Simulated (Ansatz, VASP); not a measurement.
# Si3N4 in two plane-wave programs

One calculation is typed for both programs; each brings its own data sets. How far apart do they land? The cell is taken from a series of runs on this material, whose earlier steps may have relaxed, scaled, displaced or heated it; both programs get it as it stands.

Calculated with Ansatz 0.2.0; plane waves, with VASP 6.6.1 beside it; relaxation of cell and atoms at PBE.

**1. The structure**

The structure is cubic, space group Fd-3m (No. 227). Conventional cell: a = 7.787 Å, b = 7.787 Å, c = 7.787 Å, α = 90.00°, β = 90.00°, γ = 90.00°. Si has 6 N at 1.89 Å nearest. Nearest to Si lie 4 N at 1.79 Å. Nearest to N lie 4 Si at 1.79 to 1.89 Å. Farther neighbours and most contacts between anions are not listed.

Structure file:

```xyz
14
Lattice="0.0000 3.8937 3.8937 3.8937 0.0000 3.8937 3.8937 3.8937 0.0000" Properties=species:S:1:pos:R:3 pbc="T T T"
Si    2.9203    2.9203    0.9734
Si    2.9203    0.9734    2.9203
Si    0.9734    2.9203    2.9203
Si    0.9734    0.9734    0.9734
Si    5.8406    5.8406    5.8406
Si    3.8937    3.8937    3.8937
N     2.8624    2.8624    2.8624
N     6.8719    4.8092    4.8092
N     4.8092    4.8092    6.8719
N     4.8092    6.8719    4.8092
N     4.9251    4.9251    2.8624
N     4.9251    2.8624    4.9251
N     6.8719    6.8719    6.8719
N     2.8624    4.9251    4.9251
```

**2. Ansatz: relaxation of cell and atoms, PBE**

Ansatz runs on its default PAW (the set named soft_2) files.

The relaxed volume is the usual yardstick between codes: in a stiff, nearly cubic crystal its relative difference is about their pressure difference at one cell divided by the bulk modulus.

input.yaml reads:

```yaml
crystal:
  lattice:
    - [0.0, 3.893718, 3.893718]
    - [3.893718, 0.0, 3.893718]
    - [3.893718, 3.893718, 0.0]
  atoms:
    - { symbol: Si, position: [0.125, 0.125, 0.625] }
    - { symbol: Si, position: [0.125, 0.625, 0.125] }
    - { symbol: Si, position: [0.625, 0.125, 0.125] }
    - { symbol: Si, position: [0.125, 0.125, 0.125] }
    - { symbol: Si, position: [0.75, 0.75, 0.75] }
    - { symbol: Si, position: [0.5, 0.5, 0.5] }
    - { symbol: "N", position: [0.367563, 0.367563, 0.367563] }
    - { symbol: "N", position: [0.352689, 0.882437, 0.882437] }
    - { symbol: "N", position: [0.882437, 0.882437, 0.352689] }
    - { symbol: "N", position: [0.882437, 0.352689, 0.882437] }
    - { symbol: "N", position: [0.367563, 0.367563, 0.897311] }
    - { symbol: "N", position: [0.367563, 0.897311, 0.367563] }
    - { symbol: "N", position: [0.882437, 0.882437, 0.882437] }
    - { symbol: "N", position: [0.897311, 0.367563, 0.367563] }
kpoints:
  mp_grid: { grid: [6, 6, 6] }
hamiltonian:
  xc: pbe
scf:
  occupations: { method: fermi_dirac, width: 0.02 }
relax:
  f_tol: 0.01
  max_steps: 60
  cell: {}
```

Launch:

```sh
ansatz run input.yaml --threads 24 --pin off --max-ram 82944MiB --backend cuda --events-out ev --progress --plain --runs-dir out --devices 1 --max-vram 78GiB
```

Numbers of over 12 decimals in the logs are rounded to 6 here.

Output:

```text
The last accepted step is kept in <dir> (removed where the run ends without a failure and the disk answers)
GPUs: using 1 of 1 available (devices: 1).
Engine: ansatz 0.2.0, aarch64-unknown-linux-gnu
Pseudopotentials: kind: paw
Pseudopotential: Si, paw, valence charge 4, recommended cutoff 420 eV (normal), Si.paw.azcp
Pseudopotential: N, paw, valence charge 5, recommended cutoff 420 eV (normal), N.paw.azcp
Functional definition: PBE
  parameter kappa = 0.804
  parameter beta = 0.066725
  exchange = pbe_x(kappa = kappa, mu = beta*pi^2/3)
  correlation = pbe_c(beta = beta)
[...]
Crystal: 14 atoms, lattice volume = 118.066 Å³
Basis set: ecut = 420 eV, 2277 PW (Γ), exchange–correlation on 80×80×80 points (8 copies of the dense FFT grid, shifted against one another)
Bands: 46, of which v1, the nominal top of the filled ones, is band 32 counted from 1 (31 counted from 0)
Symmetry: 48 space group operations
Space group: Fd-3m (ITA 227), of the structure as read, at distance tolerance 4.9e-5 Å
k-points: 16 of 216
Non-local potential: Si, projectors of the file, l = 0: 2, l = 1: 2, l = 2: 2
Non-local potential: N, projectors of the file, l = 0: 2, l = 1: 2, l = 2: 1
PAW form: soft (Blöchl's): semilocal exchange-correlation on the pseudo side does not see the compensation charge
PAW one-centre angular grid: Si, 110 points (default); XC on 64 Gauss nodes
PAW one-centre angular grid: N, 110 points (default); XC on 64 Gauss nodes
Initial density: superposition of atomic densities (neutral atoms: chi_scale 0, normalization atom), corrected by the library's trained network
Initial wavefunctions: pseudopotential atomic-orbital guess
[...]
Functional: x = pbe(κ = 0.804, μ = 0.219515), c = pbe(β = 0.066725)
SCF iter   1: F=—  HF=-6899.814489 eV  |F-HF|=—  |Δ(HF+E_count)|=         —  Δρ=4.04e-3  dr2=3.37e-2  ethr=1.77e-3  ⟨swp⟩=10.1  Hψ=4097  notcnv=0  defer=12
preconditioner: auto → Resta (q_TF=auto, 2.464 Å⁻¹)  ε∞=4.4  [insulator: Δε(μ)=3.338 eV  Ē_g=14.869 eV  σ=0.020 eV  W_gap=1.00  n_scr=26 (ndim 8)  ℏωp=27.3 eV  f_vac=0.000  D(μ)=0.00/eV (n_scr^D=0)  ε∞_Penn≈4.4]
SCF iter   2: F=—  HF=-6899.801358 eV  |F-HF|=—  |Δ(HF+E_count)|=   1.31e-2  Δρ=1.67e-3  dr2=5.42e-3  ethr=5.26e-5  ⟨swp⟩=3.2  Hψ=1288  notcnv=0  defer=130
[...]
SCF iter   6: F=-6899.800646 eV  HF=-6899.800646 eV  |F-HF|=1.60e-9  |Δ(HF+E_count)|=   2.58e-7  Δρ=4.38e-6  dr2=2.06e-8  ethr=1.56e-10  ⟨swp⟩=4.0  Hψ=2334  notcnv=0
SCF 1 converged in 6 iterations: F = -6899.800646 eV  dr2 = 2.06e-8
  greatest PAW one-centre occupation: 0.789 electrons in one spin orbital (limit 2), on the N atom at site 11 (counted from 0), in its partial waves of l = 0
relax step   1: F+E_penalty+E_count = -6899.80064585 eV  Δ(F+E_penalty+E_count) = +0.000e0 eV  max|allowed force component| = 5.908e-3 eV/Å  Δτ_max = 0.0000 Å  P = +0.200 GPa  Ω = 118.066 Å³  (6 SCF iters, dr2 threshold 1.00e-7 eV, accepted)
[...]
relax step   2: F+E_penalty+E_count = -6899.80053838 eV  Δ(F+E_penalty+E_count) = +1.075e-4 eV  max|allowed force component| = 2.969e-3 eV/Å  Δτ_max = 0.0001 Å  P = +0.105 GPa  Ω = 118.105 Å³  energy of the carried Pulay correction = -1.530e-4 eV  (4 SCF iters, dr2 threshold 9.97e-8 eV, accepted)
[...]
relax step   3: F+E_penalty+E_count = -6899.80038659 eV  Δ(F+E_penalty+E_count) = +1.518e-4 eV  max|allowed force component| = 1.653e-5 eV/Å  Δτ_max = 0.0001 Å  P = -0.000 GPa  Ω = 118.148 Å³  energy of the carried Pulay correction = -3.218e-4 eV  (4 SCF iters, dr2 threshold 2.75e-8 eV, accepted)
[...]
relax step   4: F+E_penalty+E_count = -6899.80070995 eV  Δ(F+E_penalty+E_count) = -3.234e-4 eV  max|allowed force component| = 5.556e-5 eV/Å  Δτ_max = 0.0000 Å  P = +0.004 GPa  Ω = 118.148 Å³  stress off target by 4.33e-3 GPa  SCF on the basis re-selected at this cell (its energy is not comparable with the rows above)  (4 SCF iters)
[...]
SCF converged after 4 iterations
[...]
E_xc         = -831.423536
  E_vxc        = -919.179270  (∫ρ·V_xc dr)
  E_paw        = -4098.094605  (= ΣΔE_a)
  E_vpaw       = -171.822969  (= ΣTr[D̂ρ^β])
  E_aug_tail   = 0.000852  (compensation charges beyond the density's cutoff)
  E_ewald      = -2840.060866
  E_smearing   = -0.000000  (= −TS)
  E_closure    = 0.000000  (closes the sum)
  Σ components = -6899.800710   (vs F -6899.800710, Δ=0.00e0)
--- Forces (eV/Å), atoms counted from 1 ---
  atom   1  Si    -0.00000000     0.00000000     0.00000000
  atom   2  Si    -0.00000000     0.00000000     0.00000000
  atom   3  Si    -0.00000000     0.00000000     0.00000000
  atom   4  Si    -0.00000000     0.00000000    -0.00000000
  atom   5  Si     0.00000000    -0.00000000    -0.00000000
  atom   6  Si    -0.00000000     0.00000000     0.00000000
  atom   7  N     -0.00005556    -0.00005556    -0.00005556
  atom   8  N      0.00005556    -0.00005556    -0.00005556
  atom   9  N     -0.00005556    -0.00005556     0.00005556
  atom  10  N     -0.00005556     0.00005556    -0.00005556
  atom  11  N      0.00005556     0.00005556    -0.00005556
  atom  12  N      0.00005556    -0.00005556     0.00005556
  atom  13  N      0.00005556     0.00005556     0.00005556
  atom  14  N     -0.00005556     0.00005556     0.00005556
  max |Σ_I F_I| component: 2.29e-17 eV/Å
--- Stress (GPa, compression-positive) ---
        0.004331       0.000000      -0.000000
        0.000000       0.004331       0.000000
       -0.000000      -0.000000       0.004331
  P = ⅓ Tr σ = 0.0043 GPa (0.043 kbar)
--- Band table (eV; the first three rows and the last of 16) ---
  k-point 0: bands = [... 28 lower, 10.8125, 10.9283, 10.9283, 10.9283, 14.3114, 14.3114, 14.3114, 15.8420, ... 10 higher]
  k-point 1: bands = [... 28 lower, 10.5781, 10.6745, 10.8871, 10.8871, 14.7030, 14.8148, 14.8148, 16.3475, ... 10 higher]
  k-point 2: bands = [... 28 lower, 10.4521, 10.4521, 10.7546, 10.7546, 15.4155, 15.8605, 15.8605, 17.4684, ... 10 higher]
  k-point 15: bands = [... 28 lower, 9.7658, 9.7658, 10.3675, 10.3675, 17.6332, 17.6332, 18.0180, 18.0180, ... 10 higher]
--- Relaxed structure (3 steps of the walk, 3 accepted, 1 SCFs on fresh bases) ---
  F+E_penalty+E_count = -6899.80070995 eV   max|allowed force component| = 5.556e-5 eV/Å   (the final SCF, on the basis selected at the relaxed cell)
  cell:  # Å, volume = 118.1476 Å³
    - [0, 3.894619, 3.894619]
    - [3.894619, 0, 3.894619]
    - [3.894619, 3.894619, 0]
  atoms:
    - { symbol: Si, position: [0.125000, 0.125000, 0.625000] }
    - { symbol: Si, position: [0.125, 0.625000, 0.125] }
    - { symbol: Si, position: [0.625000, 0.125, 0.125] }
    - { symbol: Si, position: [0.125000, 0.125000, 0.125000] }
    - { symbol: Si, position: [0.750000, 0.750000, 0.750000] }
    - { symbol: Si, position: [0.500000, 0.500000, 0.500000] }
    - { symbol: N, position: [0.367542, 0.367542, 0.367542] }
    - { symbol: N, position: [0.352627, 0.882458, 0.882458] }
    - { symbol: N, position: [0.882458, 0.882458, 0.352627] }
    - { symbol: N, position: [0.882458, 0.352627, 0.882458] }
    - { symbol: N, position: [0.367542, 0.367542, 0.897373] }
    - { symbol: N, position: [0.367542, 0.897373, 0.367542] }
    - { symbol: N, position: [0.882458, 0.882458, 0.882458] }
    - { symbol: N, position: [0.897373, 0.367542, 0.367542] }
```

The column dr2 measures how far the density is from self-consistency, as an energy; F and HF (Harris–Foulkes) agree once it is small.

(Continued in part 2 of 2.)

[Lines on the potential files, build, host, timing and source positions are cut from VASP's logs without a mark.]

[Logs are printed without paths, hosts, clocks, repeated set-up lines and the standing remarks that a program may print on its own settings, such as how far it seeks lower states.]

[Hosts, paths, dates, database ids (printed as entryN), source tags and the programs' standing remarks are cut or masked in the printed files.]
